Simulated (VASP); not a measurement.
These are optB88-vdW, VASP's PBE PAW potentials (set 64) (plane waves; VASP) values and carry that method's errors.

A VASP calculation is set up with these files.

**INCAR**
```
AGGAC  =  0.0
ALGO  =  Normal
EDIFF  =  1E-6
EDIFFG  =  -0.01
ENCUT  =  520
GGA  =  BO
IBRION  =  2
ISIF  =  3
ISMEAR  =  0
LASPH  =  .True.
LCHARG  =  .False.
LMAXMIX  =  4
LREAL  =  .False.
LUSE_VDW  =  .True.
LWAVE  =  .False.
NELM  =  100
NSW  =  60
PARAM1  =  0.1833333333
PARAM2  =  0.22
PREC  =  Accurate
SIGMA  =  0.05
SYSTEM  =  PbSe
```

### POSCAR
```
PbSe
1
    0.0000000000     3.0600000000     3.0600000000
    3.0600000000     0.0000000000     3.0600000000
    3.0600000000     3.0600000000     0.0000000000
Pb Se
1 1
Direct
  0.0000000000   0.0000000000   0.0000000000
  0.5000000000   0.5000000000   0.5000000000
```

KPOINTS:
```
Automatic mesh
0
Gamma
7 7 7
0 0 0
```

POTCAR, in this order: Pb_d Se (PBE.64 set). Program: vasp_std.

What VASP printed:

### OSZICAR
```
       N       E                     dE             d eps       ncg     rms          rms(c)
DAV:   1     0.163993287097E+03    0.16399E+03   -0.95642E+03   560   0.144E+03
DAV:   2     0.891338857903E+01   -0.15508E+03   -0.15202E+03   590   0.352E+02
DAV:   3    -0.345193234423E+01   -0.12365E+02   -0.12245E+02   740   0.106E+02
DAV:   4    -0.372227327260E+01   -0.27034E+00   -0.27025E+00   596   0.191E+01
DAV:   5    -0.373222263641E+01   -0.99494E-02   -0.99493E-02   770   0.361E+00    0.274E+00
DAV:   6    -0.339118812656E+01    0.34103E+00   -0.94889E-01   786   0.720E+00    0.143E+00
DAV:   7    -0.338826794667E+01    0.29202E-02   -0.13807E-01   612   0.200E+00    0.829E-01
DAV:   8    -0.339191359152E+01   -0.36456E-02   -0.15164E-02   608   0.168E+00    0.189E-01
DAV:   9    -0.339120905902E+01    0.70453E-03   -0.33003E-03   852   0.678E-01    0.533E-02
DAV:  10    -0.339128044924E+01   -0.71390E-04   -0.23412E-04   590   0.139E-01    0.194E-02
DAV:  11    -0.339128782560E+01   -0.73764E-05   -0.54090E-05   718   0.871E-02    0.570E-03
DAV:  12    -0.339128783977E+01   -0.14177E-07   -0.34930E-06   674   0.169E-02
   1 F= -.33912878E+01 E0= -.33912878E+01  d E =-.339129E+01
       N       E                     dE             d eps       ncg     rms          rms(c)
DAV:   1    -0.391820717595E+01   -0.52692E+00   -0.17312E+01   686   0.801E+01    0.377E+00
DAV:   2    -0.347994544328E+01    0.43826E+00   -0.91599E-01   680   0.171E+01    0.142E+00
DAV:   3    -0.340325710395E+01    0.76688E-01   -0.34911E-01   686   0.101E+01    0.238E-01
DAV:   4    -0.340365033510E+01   -0.39323E-03   -0.75556E-03   566   0.979E-01    0.105E-01
DAV:   5    -0.340369087909E+01   -0.40544E-04   -0.19387E-03   668   0.625E-01    0.501E-02
DAV:   6    -0.340363047878E+01    0.60400E-04   -0.32553E-04   710   0.343E-01    0.965E-03
DAV:   7    -0.340363078933E+01   -0.31055E-06   -0.10125E-05   584   0.434E-02    0.271E-03
DAV:   8    -0.340363199779E+01   -0.12085E-05   -0.10150E-06   438   0.101E-02    0.114E-03
DAV:   9    -0.340363202331E+01   -0.25524E-07   -0.33908E-07   292   0.984E-03
   2 F= -.34036320E+01 E0= -.34036320E+01  d E =-.123442E-01
       N       E                     dE             d eps       ncg     rms          rms(c)
DAV:   1    -0.344513997746E+01   -0.41508E-01   -0.12381E+00   686   0.198E+01    0.106E+00
DAV:   2    -0.341089214039E+01    0.34248E-01   -0.71493E-02   686   0.491E+00    0.384E-01
DAV:   3    -0.340548357000E+01    0.54086E-02   -0.24827E-02   686   0.270E+00    0.711E-02
DAV:   4    -0.340554739278E+01   -0.63823E-04   -0.57411E-04   560   0.246E-01    0.263E-02
DAV:   5    -0.340555390695E+01   -0.65142E-05   -0.75617E-05   714   0.118E-01    0.145E-02
DAV:   6    -0.340555529033E+01   -0.13834E-05   -0.67175E-06   578   0.390E-02    0.251E-03
DAV:   7    -0.340555450545E+01    0.78489E-06   -0.52286E-07   292   0.745E-03
   3 F= -.34055545E+01 E0= -.34055545E+01  d E =-.142667E-01
```

### OUTCAR
```
------------------------ aborting loop because EDIFF is reached ----------------------------------------
  FORCE on cell =-STRESS in cart. coord.  units (eV):
  Direction    XX          YY          ZZ          XY          YZ          ZX
  --------------------------------------------------------------------------------------
  Total        0.0074326      0.0074326      0.0074326      0.0000000     -0.0000000     -0.0000000
  in kB        0.1998936      0.1998936      0.1998936      0.0000000     -0.0000000     -0.0000000
  external PRESSURE =       0.1998936 kB  Pullay stress =       0.0000000 kB
  volume of cell :       59.57
      direct lattice vectors                 reciprocal lattice vectors
     0.000000000  3.099855638  3.099855638    -0.161297834  0.161297834  0.161297834
     3.099855638 -0.000000000  3.099855638     0.161297834 -0.161297834  0.161297834
     3.099855638  3.099855638 -0.000000000     0.161297834  0.161297834 -0.161297834
  FREE ENERGIE OF THE ION-ELECTRON SYSTEM (eV)
  ---------------------------------------------------
  free  energy   TOTEN  =        -3.4055545054 eV

  energy  without entropy=       -3.4055545054  energy(sigma->0) =       -3.40555451

 reached required accuracy - stopping structural energy minimisation
```
(Selected blocks of OUTCAR.)

### CONTCAR
```
PbSe
   1.00000000000000
     0.0000000000000000    3.0998556379641631    3.0998556379641631
     3.0998556379641631   -0.0000000000000000    3.0998556379641631
     3.0998556379641631    3.0998556379641631   -0.0000000000000000
  Pb              Se
     1     1
Direct
     0.0000000000000000    0.0000000000000000    0.0000000000000000
     0.5000000000000000    0.5000000000000000    0.5000000000000000
```

Energy and stress use the plane-wave basis of the starting cell.

The compound is PbSe in the rock salt structure. This run relaxes it. Symmetry was kept, so distortions that lower it aren't found.
